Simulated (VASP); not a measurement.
Computed with PBE GGA, VASP's PBE PAW potentials (set 64) (plane waves; VASP).

Input for VASP

INCAR:
```
! general
SYSTEM  =  LiBe3
PREC    =  Accurate
ENCUT   =  400
LREAL   =  .False.
LASPH   =  .True.

! electronic loop
EDIFF   =  1E-6
NELM    =  100
ALGO    =  Normal

! smearing
ISMEAR  =  -1
SIGMA   =  0.05

! functional
GGA     =  PE

! ions
ISIF    =  2

! output
LWAVE   =  .False.
LCHARG  =  .False.
```

**POSCAR**
```
LiBe3
1.0
 -1.7191940000   1.7191940000   3.8294090000
  1.7191940000  -1.7191940000   3.8294090000
  1.7191940000   1.7191940000  -3.8294090000
Be Li
3 1
Cartesian
  0.0000000000   0.0000000000   3.8294090000
 -0.0000000000   1.7191940000   1.9147045000
  1.7191940000   0.0000000000   1.9147045000
  0.0000000000   0.0000000000   0.0000000000
```

File KPOINTS:
```
Automatic mesh
0
Gamma
9 9 9
0 0 0
```

POTCAR, in this order: Be Li_sv (PBE.64 set). Program: vasp_std.

Output of the run:

**OSZICAR**
```
       N       E                     dE             d eps       ncg     rms          rms(c)
DAV:   1     0.206959330638E+01    0.20696E+01   -0.26346E+03  1200   0.768E+02
DAV:   2    -0.116012534487E+02   -0.13671E+02   -0.13296E+02  1904   0.106E+02
DAV:   3    -0.118765379146E+02   -0.27528E+00   -0.27347E+00  1672   0.145E+01
DAV:   4    -0.118845905874E+02   -0.80527E-02   -0.80512E-02  1776   0.221E+00
DAV:   5    -0.118848019185E+02   -0.21133E-03   -0.21133E-03  1728   0.245E-01    0.113E+00
DAV:   6    -0.118598214134E+02    0.24981E-01   -0.15812E-02  1432   0.592E-01    0.675E-01
DAV:   7    -0.118496474303E+02    0.10174E-01   -0.10934E-02  1632   0.584E-01    0.133E-01
DAV:   8    -0.118493210966E+02    0.32633E-03   -0.97800E-04  1528   0.244E-01    0.174E-02
DAV:   9    -0.118493210287E+02    0.67932E-07   -0.24542E-05  1816   0.456E-02    0.881E-03
DAV:  10    -0.118493230124E+02   -0.19838E-05   -0.10686E-06  1264   0.989E-03    0.855E-04
DAV:  11    -0.118493224990E+02    0.51350E-06   -0.21173E-07   872   0.501E-03
   1 F= -.11849322E+02 E0= -.11845438E+02  d E =-.776981E-02
```

### OUTCAR
```
------------------------ aborting loop because EDIFF is reached ----------------------------------------
  FORCE on cell =-STRESS in cart. coord.  units (eV):
  Direction    XX          YY          ZZ          XY          YZ          ZX
  --------------------------------------------------------------------------------------
  Total       -3.4683248     -3.4683248     -5.2086500      0.0000000     -0.0000000      0.0000000
  in kB     -122.7407649   -122.7407649   -184.3292446      0.0000000     -0.0000000      0.0000000
  external PRESSURE =    -143.2702581 kB  Pullay stress =       0.0000000 kB
  volume of cell :       45.27
      direct lattice vectors                 reciprocal lattice vectors
    -1.719194000  1.719194000  3.829409000     0.000000000  0.290833961  0.130568451
     1.719194000 -1.719194000  3.829409000     0.290833961  0.000000000  0.130568451
     1.719194000  1.719194000 -3.829409000     0.290833961  0.290833961  0.000000000
 POSITION                                       TOTAL-FORCE (eV/Angst)
 -----------------------------------------------------------------------------------
      0.00000      0.00000      3.82941         0.000000     -0.000000     -0.000000
     -0.00000      1.71919      1.91470        -0.000000      0.000000      0.000000
      1.71919     -0.00000      1.91470        -0.000000     -0.000000      0.000000
      0.00000      0.00000      0.00000         0.000000     -0.000000     -0.000000
 -----------------------------------------------------------------------------------
    total drift:                               -0.000000      0.000000      0.000000
  FREE ENERGIE OF THE ION-ELECTRON SYSTEM (eV)
  ---------------------------------------------------
  free  energy   TOTEN  =       -11.8493224990 eV

  energy  without entropy=      -11.8415526905  energy(sigma->0) =      -11.84543759
```
(Selected blocks of OUTCAR.)

### OUTCAR
```
 val. band max:        3.5741514950   @ k =  -0.4444   0.2222  -0.0000

 cond. band min:       3.5959270931   @ k =  -0.2222   0.2222   0.1111


 Fermi energy:         3.5874256119

 k-point     1 :       0.0000    0.0000    0.0000
  band No.  band energies     occupation
      1     -41.5334      2.00000
      2      -4.4671      2.00000
      3       1.9751      2.00000
      4       5.4489      0.00000
      5       5.4489      0.00000
      6       6.1612      0.00000
      7       6.8372      0.00000
      8       6.8372      0.00000

 k-point     2 :       0.1111    0.0000   -0.0000
  band No.  band energies     occupation
      1     -41.5330      2.00000
      2      -4.3267      2.00000
      3       1.9370      2.00000
      4       4.3875      0.00000
      5       5.4492      0.00000
      6       5.6776      0.00000
      7       6.4753      0.00000
      8       7.1667      0.00000

 k-point     3 :       0.2222    0.0000    0.0000
  band No.  band energies     occupation
      1     -41.5322      2.00000
      2      -3.9089      2.00000
      3       1.7690      2.00000
      4       2.6866      2.00000
      5       4.4634      0.00000
      6       5.5831      0.00000
      7       7.2072      0.00000
      8       7.9803      0.00000

 k-point     4 :       0.3333   -0.0000    0.0000
  band No.  band energies     occupation
      1     -41.5314      2.00000
      2      -3.2188      2.00000
      3       0.5926      2.00000
      4       2.1663      2.00000
      5       3.4960      1.72300
      6       5.9741      0.00000
      7       8.3252      0.00000
      8       8.6854      0.00000

 k-point     5 :       0.4444    0.0000    0.0000
  band No.  band energies     occupation
      1     -41.5311      2.00000
      2      -2.2959      2.00000
      3      -0.8424      2.00000
      4       2.3458      2.00000
      5       2.8003      2.00000
      6       6.5871      0.00000
      7       7.9672      0.00000
...
```

At this cut-off the stress carries a Pulay error, which pulls relaxed volumes low.

The structure was generated: LiBe3 was put into an ordered model structure, which need not be its known phase. The cell was not relaxed at this level. The electron count is odd and the run is not spin-polarised, which forces a metal.
